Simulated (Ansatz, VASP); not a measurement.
## BiB in two plane-wave programs

One calculation is typed for both programs; each brings its own data sets and cutoff. How far apart do they land? The cell is invented: As first built, before any earlier steps moved the atoms (in the runner's words): it takes the BP structure with some of its atoms replaced by other elements, volume scaled by an estimate. It may not be a known or stable phase. The cell is taken from a series of VASP runs on this material, whose earlier steps may have relaxed, scaled or displaced it; both programs get it as it stands. Other levels of theory on this material are compared in a session of their own.

Calculated with Ansatz 0.2.0; plane waves, with VASP 6.6.1 beside it; band structure at PBE, spin-orbit coupling.

## 1. Set-up

It takes space group F-43m (No. 216, cubic). Conventional cell: a = 5.523 Å, b = 5.523 Å, c = 5.523 Å, α = 90.00°, β = 90.00°, γ = 90.00°. Bi has 4 B at 2.39 Å nearest. Nearest to B lie 4 Bi at 2.39 Å. As first built, before any earlier steps moved the atoms (in the runner's words): sites of the BP structure (space group 216) filled with other elements, volume scaled by an estimate. Farther neighbours are not listed.

Coordinates:

```xyz
2
Lattice="0.0000 2.7614 2.7614 2.7614 0.0000 2.7614 2.7614 2.7614 0.0000" Properties=species:S:1:pos:R:3 pbc="T T T"
Bi    1.3807    1.3807    1.3807
B     0.0000    0.0000    0.0000
```

## 2. VASP: band structure, PBE, spin-orbit coupling

A single point gives forces, pressure and levels at one fixed geometry, so differences don't come from the geometry; what else differs is listed under the comparison.

Lines of VASP's logs that name or quote its potential files are left out, and so is its time.

INCAR

```
SYSTEM = BiB
PREC = Accurate
ENCUT = 420
EDIFF = 1E-06
NELM = 100
ISMEAR = 0
SIGMA = 0.02
LREAL = .FALSE.
ALGO = Normal
GGA = PE
LNONCOLLINEAR = .TRUE.
MAGMOM = 0 0 0 0 0 0
NBANDS = 30
GGA_COMPAT = .FALSE.
LASPH = .TRUE.
LSORBIT = .TRUE.
LORBIT = 11
LWAVE = .FALSE.
LCHARG = .FALSE.
KPAR = 4
```

POSCAR

```
BiB
1.0
    0.0000000000      2.7613761270      2.7613761270
    2.7613761270      0.0000000000      2.7613761270
    2.7613761270      2.7613761270      0.0000000000
Bi B
1 1
Direct
    0.2500000000      0.2500000000      0.2500000000
    0.0000000000      0.0000000000      0.0000000000
```

KPOINTS

```
Automatic mesh
0
Gamma
7 7 7
0 0 0
```

KPOINTS_OPT

```
Line mode
16
Line-mode
Reciprocal
  0.00000000   0.00000000   0.00000000 GAMMA
  0.50000000   0.00000000   0.50000000 X

  0.50000000   0.00000000   0.50000000 X
  0.50000000   0.25000000   0.75000000 W

  0.50000000   0.25000000   0.75000000 W
  0.37500000   0.37500000   0.75000000 K

  0.37500000   0.37500000   0.75000000 K
  0.00000000   0.00000000   0.00000000 GAMMA

  0.00000000   0.00000000   0.00000000 GAMMA
  0.50000000   0.50000000   0.50000000 L

  0.50000000   0.50000000   0.50000000 L
  0.62500000   0.25000000   0.62500000 U

  0.62500000   0.25000000   0.62500000 U
  0.50000000   0.25000000   0.75000000 W

  0.50000000   0.25000000   0.75000000 W
  0.50000000   0.50000000   0.50000000 L

  0.50000000   0.50000000   0.50000000 L
  0.37500000   0.37500000   0.75000000 K

  0.62500000   0.25000000   0.62500000 U
  0.50000000   0.00000000   0.50000000 X
```

PAW data sets: Bi_d and B (PBE family, release 64).

The run is started by

```sh
mpirun -np 4 vasp_ncl
```

Numbers of over 12 decimals in the logs are rounded to 6 here.

Log:

```text
[banner, memory and clock lines left out]
running    4 mpi-ranks, on    1 nodes
 distrk:  each k-point on    1 cores,    4 groups
 distr:  one band on    1 cores,    1 groups

 POSCAR found type information on POSCAR BiB
 POSCAR found :  2 types and       2 ions
 LDA part: xc-table for (Slater+PW92), standard interpolation
 POSCAR, INCAR and KPOINTS ok, starting setup
 FFT: planning ... GRIDC
 FFT: planning ... GRID_SOFT
 FFT: planning ... GRID
 WAVECAR not read
 entering main loop
       N       E                     dE             d eps       ncg     rms          rms(c)
DAV:   1     0.171632150065E+03    0.17163E+03   -0.81123E+03  1800   0.123E+03
DAV:   2     0.707400849018E+01   -0.16456E+03   -0.15824E+03  1812   0.368E+02
DAV:   3    -0.966729796708E+01   -0.16741E+02   -0.16514E+02  2178   0.129E+02
DAV:   4    -0.102575856679E+02   -0.59029E+00   -0.58885E+00  2182   0.258E+01
DAV:   5    -0.102814670391E+02   -0.23881E-01   -0.23878E-01  2526   0.488E+00    0.359E+00
DAV:   6    -0.967779109487E+01    0.60368E+00   -0.89979E-01  2470   0.779E+00    0.136E+00
DAV:   7    -0.966290585046E+01    0.14885E-01   -0.21049E-01  2112   0.243E+00    0.775E-01
DAV:   8    -0.966101603285E+01    0.18898E-02   -0.23558E-02  2352   0.175E+00    0.522E-01
DAV:   9    -0.966100701371E+01    0.90191E-05   -0.21009E-03  2200   0.465E-01    0.104E-01
DAV:  10    -0.966080301361E+01    0.20400E-03   -0.16840E-03  2536   0.475E-01    0.468E-02
DAV:  11    -0.966087429544E+01   -0.71282E-04   -0.17448E-04  2034   0.963E-02    0.193E-02
DAV:  12    -0.966089893130E+01   -0.24636E-04   -0.39711E-05  2092   0.545E-02    0.391E-03
DAV:  13    -0.966089988774E+01   -0.95644E-06   -0.22677E-06  2106   0.156E-02
   1 F= -.96608999E+01 E0= -.96608670E+01  d E =-.657980E-04  mag=    -0.0000    -0.0000     0.0000
 Start KPOINTS_OPT (optional k-point list driver)
k-point batch [1-30\160]
       N       E                     dE             ncg
DAV:   1     0.876102288801E+03   -0.11118E+05     1800
DAV:   2    -0.404598633629E+04   -0.49221E+04     1820
DAV:   3    -0.454475530329E+04   -0.49877E+03     2212
DAV:   4    -0.456251437156E+04   -0.17759E+02     2262
DAV:   5    -0.456306714794E+04   -0.55278E+00     2574
DAV:   6    -0.456308260167E+04   -0.15454E-01     2564
DAV:   7    -0.456308279964E+04   -0.19797E-03     2538
DAV:   8    -0.456308280484E+04   -0.52006E-05     2308
DAV:   9    -0.456308280499E+04   -0.15070E-06     1526
[...]
k-point batch [151-160\160]
       N       E                     dE             ncg
DAV:   1     0.112944334450E+05   -0.55023E+04      600
DAV:   2     0.967566731406E+04   -0.16188E+04      616
DAV:   3     0.952312813705E+04   -0.15254E+03      776
DAV:   4     0.951825012901E+04   -0.48780E+01      794
DAV:   5     0.951811943990E+04   -0.13069E+00      890
DAV:   6     0.951811566494E+04   -0.37750E-02      930
DAV:   7     0.951811561315E+04   -0.51789E-04      850
DAV:   8     0.951811561156E+04   -0.15929E-05      842
DAV:   9     0.951811561150E+04   -0.56732E-07      530
```

From OUTCAR (step 2):

```text
ion  position               nearest neighbor table
   1  0.250  0.250  0.250-   2 2.39   2 2.39   2 2.39   2 2.39
   2  0.000  0.000  0.000-   1 2.39   1 2.39   1 2.39   1 2.39

  LATTYP: Found a face centered cubic cell.
 ALAT       =     5.5227522540

 Subroutine GETGRP returns: Found 24 space group operations
 (whereof 24 operations were pure point group operations)

The static configuration has the point symmetry T_d .

 Found     30 irreducible k-points:

   k-points           NKPTS =     30   k-points in BZ     NKDIM =     30   number of bands    NBANDS=     30

   dimension x,y,z NGX =    28 NGY =   28 NGZ =   28
   dimension x,y,z NGXF=    56 NGYF=   56 NGZF=   56

   ENCUT  =  420.0 eV  30.87 Ry    5.56 a.u.   6.53  6.53  6.53*2*pi/ulx,y,z

   NELECT =      18.0000    total number of electrons

 k-points in reciprocal lattice and weights: Automatic mesh
   0.00000000  0.00000000  0.00000000       0.003
   0.14285714  0.00000000  0.00000000       0.012
  -0.14285714  0.00000000  0.00000000       0.012
   0.28571429  0.00000000  0.00000000       0.012
  -0.28571429  0.00000000  0.00000000       0.012
   0.42857143  0.00000000  0.00000000       0.012
  -0.42857143  0.00000000  0.00000000       0.012
   0.14285714  0.14285714  0.00000000       0.017
   0.28571429  0.14285714  0.00000000       0.035
[...]
-0.42857143  0.42857143  0.14285714       0.070
  -0.28571429  0.42857143  0.14285714       0.070

 average (electrostatic) potential at core
       1-104.1078       2 -26.7714

 E-fermi :   7.1170

 k-point     1 :       0.0000    0.0000    0.0000
  band No.  band energies     occupation
    ...
     14       5.9465      1.00000
     15       7.0563      0.99999
     16       7.0563      0.99999
     17       7.1170      0.50001
     18       7.1170      0.50001
     19       7.1170      0.50000
     20       7.1170      0.50000
     21       8.8476      0.00000
     22       8.8476      0.00000
     23      10.2733      0.00000
    ...

 k-point     2 :       0.1429    0.0000    0.0000
  band No.  band energies     occupation
    ...
     14       4.1632      1.00000
     15       6.0282      1.00000
     16       6.0282      1.00000
     17       6.7072      1.00000
     18       6.7363      1.00000
     19       7.8549      0.00000
     20       7.8549      0.00000
     21       9.4947      0.00000
     22       9.4947      0.00000
     23      10.7316      0.00000
    ...

 k-point     3 :      -0.1429    0.0000    0.0000
  band No.  band energies     occupation
    ...
     14       4.1632      1.00000
     15       6.0282      1.00000
     16       6.0282      1.00000
     17       6.7072      1.00000
     18       6.7363      1.00000
     19       7.8549      0.00000
     20       7.8549      0.00000
     21       9.4947      0.00000
     22       9.4947      0.00000
     23      10.7316      0.00000
    ...

  Total        0.0559674      0.0559674      0.0559674     -0.0000000      0.0000000     -0.0000000
  in kB        2.1293097      2.1293097      2.1293097     -0.0000000      0.0000000     -0.0000000
  external PRESSURE =       2.1293097 kB  Pullay stress =       0.0000000 kB

  energy-cutoff  :      420.00
  volume of cell :       42.11
      direct lattice vectors                 reciprocal lattice vectors
     0.000000000  2.761376127  2.761376127    -0.181069140  0.181069140  0.181069140
     2.761376127  0.000000000  2.761376127     0.181069140 -0.181069140  0.181069140
     2.761376127  2.761376127  0.000000000     0.181069140  0.181069140 -0.181069140

 POSITION                                       TOTAL-FORCE (eV/Angst)
 -----------------------------------------------------------------------------------
      1.38069      1.38069      1.38069        -0.000000      0.000000     -0.000000
      0.00000      0.00000      0.00000         0.000000     -0.000000      0.000000
 -----------------------------------------------------------------------------------
    total drift:                                0.000000      0.000000      0.000000

  FREE ENERGIE OF THE ION-ELECTRON SYSTEM (eV)
  ---------------------------------------------------
  free  energy   TOTEN  =        -9.6608998877 eV

  energy  without entropy=       -9.6608340897  energy(sigma->0) =       -9.66086699

 Spin-Orbit-Coupling matrix elements
 Ion:    1  E_soc:     -1.4060690
 Ion:    2  E_soc:     -0.0000510

 total charge
# of ion       s       p       d       tot
------------------------------------------
    1        1.421   1.596   9.960  12.977
    2        0.681   0.975   0.000   1.656
--------------------------------------------------
tot          2.102   2.571   9.960  14.633

 magnetization (x)
# of ion       s       p       d       tot
------------------------------------------
    1       -0.000   0.000   0.000   0.000
    2        0.000   0.000   0.000   0.000
--------------------------------------------------
tot          0.000   0.000   0.000   0.000

 magnetization (y)
# of ion       s       p       d       tot
------------------------------------------
    1       -0.000   0.000  -0.000  -0.000
    2        0.000   0.000   0.000   0.000
--------------------------------------------------
tot          0.000   0.000  -0.000   0.000

 magnetization (z)
# of ion       s       p       d       tot
------------------------------------------
    1       -0.000  -0.000   0.000  -0.000
    2       -0.000  -0.000   0.000  -0.000
--------------------------------------------------
tot         -0.000  -0.000   0.000  -0.000

[... 3 further parts left out ...]
```

The run ends at a pressure of 0.21 GPa.

## 3. Ansatz: band structure, PBE, spin-orbit coupling

Ansatz runs on its fully relativistic PAW (standard-fr) files.

The same cell, functional, mesh and smearing now go to Ansatz, which takes its cutoff from its data sets.

input.yaml

```yaml
crystal:
  lattice:
    - [0.0, 2.761376127, 2.761376127]
    - [2.761376127, 0.0, 2.761376127]
    - [2.761376127, 2.761376127, 0.0]
  atoms:
    - { symbol: Bi, position: [0.25, 0.25, 0.25] }
    - { symbol: B, position: [0.0, 0.0, 0.0] }
hamiltonian:
  xc: pbe
  pseudopotentials: { kind: paw_fr }
magnetization:
  noncollinear: true
  spin_orbit: true
kpoints:
  mp_grid: { grid: [7, 7, 7] }
  band_path:
    path:
      - [0.0, 0.0, 0.0]
      - [0.16667, 0.0, 0.16667]
      - [0.33333, 0.0, 0.33333]
      - [0.5, 0.0, 0.5]
      - [0.5, 0.08333, 0.58333]
      - [0.5, 0.18333, 0.68333]
      - [0.5, 0.25, 0.75]
      - [0.45, 0.3, 0.75]
      - [0.40833, 0.34167, 0.75]
      - [0.35, 0.35, 0.7]
      - [0.225, 0.225, 0.45]
      - [0.075, 0.075, 0.15]
      - [0.03333, 0.03333, 0.03333]
      - [0.23333, 0.23333, 0.23333]
      - [0.4, 0.4, 0.4]
      - [0.51667, 0.46667, 0.51667]
      - [0.55833, 0.38333, 0.55833]
      - [0.60833, 0.28333, 0.60833]
      - [0.60833, 0.25, 0.64167]
      - [0.55833, 0.25, 0.69167]
      - [0.51667, 0.25, 0.73333]
      - [0.5, 0.3, 0.7]
      - [0.5, 0.38333, 0.61667]
      - [0.5, 0.48333, 0.51667]
      - [0.475, 0.475, 0.55]
      - [0.425, 0.425, 0.65]
      - [0.38333, 0.38333, 0.73333]
      - [0.59167, 0.18333, 0.59167]
      - [0.55, 0.1, 0.55]
      - [0.5, 0.0, 0.5]
    npoints: 1
scf:
  occupations: { method: gaussian, width: 0.02 }
  n_extra_bands: 14
output:
  forces: true
  stress: true
  eigenvalues: true
  write_density: true
  write_potential: true
  elf: true
  volumetric_format: npy
```

The run is started by

```sh
ansatz run input.yaml --threads 2 --pin off --max-ram 4608MiB --backend cpu --events-out ev --progress --plain --runs-dir out
```

Log:

```text
scf.n_extra_bands = 14 over 18 filled bands (N_el = 18.0): the run solves 32 bands
Engine: ansatz 0.2.0, aarch64-unknown-linux-gnu
Pseudopotentials: kind: paw_fr
Pseudopotential: Bi, paw_fr, valence charge 15, recommended cutoff 420 eV (normal), Bi.paw.azcp#standard-fr
Pseudopotential: B, paw_fr, valence charge 3, recommended cutoff 420 eV (normal), B.paw.azcp#standard-fr
Functional definition: PBE
  parameter kappa = 0.804
  parameter beta = 0.066725
  exchange = pbe_x(kappa = kappa, mu = beta*pi^2/3)
  correlation = pbe_c(beta = beta)
non-collinear run that drives no moment, with spin-orbit: no starting moment large enough to seed its density (crystal.atoms[].spin), no starting occupations that ask for one, no magnetisation constraint and no magnetic field, so the semilocal B_xc is pinned to zero
Crystal: 2 atoms, lattice volume = 42.112 Å³
Basis set: ecut = 420 eV, 869 PW (Γ), exchange–correlation on 54×54×54 points (8 copies of the dense FFT grid, shifted against one another)
Bands: 32, of which v1, the nominal top of the filled ones, is band 18 counted from 1 (17 counted from 0)
Symmetry: 24 space group operations + 24 with time reversal
Magnetic group: BNS 216.75 (UNI 1577), of the structure as read, at distance tolerance 3.5e-5 Å
k-points: 20 of 343 (time reversal used)
Projection manifold: j_resolved (fully-relativistic pseudo-atomic orbitals)
Non-local potential: Bi, projectors of the file, l = 0: 2, l = 1: 4, l = 2: 4, l = 3: 4
Non-local potential: B, projectors of the file, l = 0: 2, l = 1: 4, l = 2: 2
PAW form: soft (Blöchl's): semilocal exchange-correlation on the pseudo side does not see the compensation charge
PAW one-centre angular grid: Bi, 590 points (default); XC on 96 Gauss nodes
PAW one-centre angular grid: B, 110 points (default); XC on 64 Gauss nodes
Initial density: superposition of atomic densities (chi_scale 0.1, normalization cell, long waves kept (reshape's long-wave potential 0.00 eV rms))
Initial wavefunctions: pseudopotential atomic-orbital guess
Functional: x = pbe(κ = 0.804, μ = 0.219515), c = pbe(β = 0.066725)
SCF iter   1: F=—  HF=-12593.191249 eV  |F-HF|=—  |Δ(HF+E_count)|=         —  Δρ=5.16e-2  dr2=2.08e0  dr2_m=0.00e0 (ungated)  ethr=3.10e-3  |M|=0.00e0 ∫|m|=0.00e0 μB  |m|>n=0.0e0 m-floor=0.0e0 τ_xc=0.0e0  β_m=0.30  ⟨swp⟩=7.0  Hψ=3529  notcnv=0  defer=33
preconditioner: auto → none  [insulator: Δε(μ)=0.090 eV  Ē_g=21.656 eV  σ=0.020 eV  W_gap=1.00  n_scr=14 (ndim 8)  ℏωp=24.3 eV  f_vac=0.000  D(μ)=0.00/eV (n_scr^D=0)  ε∞_Penn≈2.3]
SCF iter   2: F=—  HF=-12592.623696 eV  |F-HF|=—  |Δ(HF+E_count)|=   5.68e-1  Δρ=1.99e-2  dr2=2.11e-1  dr2_m=0.00e0 (ungated)  ethr=3.10e-3  |M|=0.00e0 ∫|m|=0.00e0 μB  |m|>n=0.0e0 m-floor=0.0e0 τ_xc=0.0e0  β_m=0.36  ⟨swp⟩=2.1  Hψ=1043  notcnv=0  defer=144
SCF iter   3: F=—  HF=-12592.586505 eV  |F-HF|=—  |Δ(HF+E_count)|=   3.72e-2  Δρ=9.69e-3  dr2=3.06e-2  dr2_m=0.00e0 (ungated)  ethr=1.17e-3  |M|=0.00e0 ∫|m|=0.00e0 μB  |m|>n=0.0e0 m-floor=0.0e0 τ_xc=0.0e0  β_m=0.57  ⟨swp⟩=2.0  Hψ=687  notcnv=0  defer=144
SCF iter   4: F=—  HF=-12592.587236 eV  |F-HF|=—  |Δ(HF+E_count)|=   7.30e-4  Δρ=1.22e-3  dr2=3.89e-4  dr2_m=0.00e0 (ungated)  ethr=1.70e-4  |M|=0.00e0 ∫|m|=0.00e0 μB  |m|>n=0.0e0 m-floor=0.0e0 τ_xc=0.0e0  β_m=0.61  ⟨swp⟩=3.0  Hψ=792  notcnv=0  defer=144
SCF iter   5: F=—  HF=-12592.587384 eV  |F-HF|=—  |Δ(HF+E_count)|=   1.48e-4  Δρ=2.16e-4  dr2=9.00e-6  dr2_m=0.00e0 (ungated)  ethr=2.16e-6  |M|=0.00e0 ∫|m|=0.00e0 μB  |m|>n=0.0e0 m-floor=0.0e0 τ_xc=0.0e0  β_m=0.75  ⟨swp⟩=2.4  Hψ=680  notcnv=0  defer=144
SCF iter   6: F=—  HF=-12592.587396 eV  |F-HF|=—  |Δ(HF+E_count)|=   1.25e-5  Δρ=1.73e-5  dr2=7.04e-8  dr2_m=0.00e0 (ungated)  ethr=5.56e-10  |M|=0.00e0 ∫|m|=0.00e0 μB  |m|>n=0.0e0 m-floor=0.0e0 τ_xc=0.0e0  β_m=0.84  ⟨swp⟩=15.2  Hψ=5851  notcnv=0
SCF iter   7: F=-12592.587396 eV  HF=-12592.587396 eV  |F-HF|=1.02e-9  |Δ(HF+E_count)|=   9.23e-8  Δρ=2.62e-6  dr2=2.51e-9  dr2_m=0.00e0 (ungated)  ethr=3.91e-10  |M|=0.00e0 ∫|m|=0.00e0 μB  |m|>n=0.0e0 m-floor=0.0e0 τ_xc=0.0e0  ⟨swp⟩=7.3  Hψ=3518  notcnv=0
SCF 1 converged in 7 iterations: F = -12592.587396 eV  dr2 = 2.51e-9
  greatest PAW one-centre occupation: 0.986 electrons in one spin orbital (limit 2), on the Bi atom at site 0 (counted from 0), in its partial waves of l = 2
NSCF: frozen V_eff on 30 k-points
SCF converged after 7 iterations
Magnetization: |M| = 0.0000 μB,  M = (+0.0000, +0.0000, +0.0000) μB
Absolute magnetization: 0.0000 μB (∫|m|)
  site 0: m = (+0.0000, +0.0000, +0.0000) μB, |m| = 0.0000 μB  (R = 0.99 Å)
  site 1: m = (+0.0000, +0.0000, +0.0000) μB, |m| = 0.0000 μB  (R = 0.99 Å)
Free energy (F): -12592.587396 eV
Harris-Foulkes:  -12592.587396 eV  (|F-HF|=1.02e-9)
Internal energy: -12592.587329 eV  (E = F + TS)
E sigma→0 (E₀):  -12592.587363 eV
Entropy (-TS):   -0.000067 eV (-0.034 meV/atom)
Fermi energy:    10.471300 eV
--- Per-component energies (eV) ---
  E_band       = -91.957050
  E_kinetic    = 348.517467
  E_local      = -1566.074994  (includes V_loc(G=0)·N_el)
  E_nonlocal   = 573.057657
  E_hartree    = 511.977555
  E_xc         = -181.020385
  E_vxc        = -179.378002  (∫ρ·V_xc dr)
  E_paw        = -10786.305334  (= ΣΔE_a)
  E_vpaw       = -292.033637  (= ΣTr[D̂ρ^β])
  E_aug_tail   = -0.000389  (compensation charges beyond the density's cutoff)
  E_ewald      = -1492.738907
  E_smearing   = -0.000067  (= −TS)
  E_closure    = -0.000000  (closes the sum)
  Σ components = -12592.587396   (vs F -12592.587396, Δ=0.00e0)
--- Forces (eV/Å), atoms counted from 1 ---
  atom   1  Bi    -0.00000000    -0.00000000    -0.00000000
  atom   2  B      0.00000000    -0.00000000     0.00000000
  max |Σ_I F_I| component: 2.04e-16 eV/Å
--- Stress (GPa, compression-positive) ---
        0.041253       0.000000      -0.000000
        0.000000       0.041253       0.000000
       -0.000000       0.000000       0.041253
  P = ⅓ Tr σ = 0.0413 GPa (0.413 kbar)
--- Band table (eV; the first three rows and the last of 20) ---
  k-point 0: bands = [... 14 lower, 10.4350, 10.4350, 10.4712, 10.4712, 10.4712, 10.4712, 12.1331, 12.1331, ... 10 higher]
  k-point 1: bands = [... 14 lower, 9.3177, 9.3177, 10.0647, 10.0940, 11.2180, 11.2180, 12.7717, 12.7717, ... 10 higher]
  k-point 2: bands = [... 14 lower, 8.5932, 8.5932, 9.4380, 9.4681, 10.9023, 10.9023, 13.6621, 13.6621, ... 10 higher]
  k-point 19: bands = [... 14 lower, 4.9372, 5.8904, 6.6313, 7.0154, 12.6590, 12.8838, 14.1706, 14.2497, ... 10 higher]
```

Wall time 6 s (2 threads of Arm Neoverse V2, shared host); peak memory 0.42 GiB; 12 s of CPU time.

In the SCF lines HF is the Harris–Foulkes energy and dr2 the Hartree energy of the density residual, in eV; the loop may stop once dr2 is under the threshold and the program's other checks hold. Hψ counts applications of the Hamiltonian.

## 4. Differences

Known differences besides the potentials themselves: spin-orbit coupling enters by fully relativistic files in Ansatz and inside the spheres in VASP. Total energies have different zeros and are not compared.

Compared:

```
                                        quantity  Ansatz  VASP  difference
                                  pressure (GPa)    0.04  0.21       -0.17
pressure without Ansatz's Pulay correction (GPa)   -0.04  0.21       -0.25
```

Levels from 3 eV below to 2 eV above the Fermi level differ by 41 meV r.m.s. and 161 meV at most; each VASP level is matched to the nearest of Ansatz, which flatters the figure a little. Ansatz's pressure holds a Pulay correction of 0.08 GPa; VASP's holds none.

## 5. Summary of results

* r.m.s. difference of levels near the Fermi level (band structure, PBE, spin-orbit coupling): 41 meV

What this shows: The r.m.s. difference of levels near the Fermi level is 41 meV (band structure, PBE, spin-orbit coupling), within the 80 meV picked in this series as the mark of a large difference. 6 further runs of this series are not shown here. Such differences can come from data sets, numerical settings and the points named under the comparisons, not from the functional's error against experiment.

[Lines on the potential files, build, host, timing and source positions are cut from VASP's logs without a mark.]

[Logs are printed without paths, hosts, clocks, repeated set-up lines and the standing remarks that a program may print on its own settings, such as how far it seeks lower states.]

[Hosts, paths, dates, database ids (printed as entryN), source tags and the programs' standing remarks are cut or masked in the printed files.]
